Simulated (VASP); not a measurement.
**Nb₃Si (space group Pm-3m): computed properties**

All values below come from PBEsol GGA, VASP's PBE PAW potentials (set 64) (plane waves; VASP).

```
Quantity                                                                                                   Value
----------------------------------  ----------------------------------------------------------------------------
space group                                                                                          Pm-3m (221)
cell                                a = 4.0215 Å, b = 4.0215 Å, c = 4.0215 Å, α = 90.00°, β = 90.00°, γ = 90.00°
volume per atom                                                                                    16.26 Å³/atom
band gap (over mesh and band path)                                      none (metal, semimetal or under 0.01 eV)
band gap with spin-orbit coupling                                                                none (metallic)
density                                                                                               7.83 g/cm³
```

```
CELL_PARAMETERS angstrom
      4.02152     0.00000     0.00000
      0.00000     4.02152     0.00000
      0.00000     0.00000     4.02152
ATOMIC_POSITIONS crystal
  Nb 0.00000 0.50000 0.50000
  Nb 0.50000 0.00000 0.50000
  Nb 0.50000 0.50000 0.00000
  Si 0.00000 0.00000 0.00000
```

The structure comes from a computed database's Nb3Si entry (Pm-3m); how it stands against other phases isn't given here. It was relaxed first. Symmetry was kept, so distortions that lower it aren't found. The electron count is odd and the run is not spin-polarised, which forces a metal.
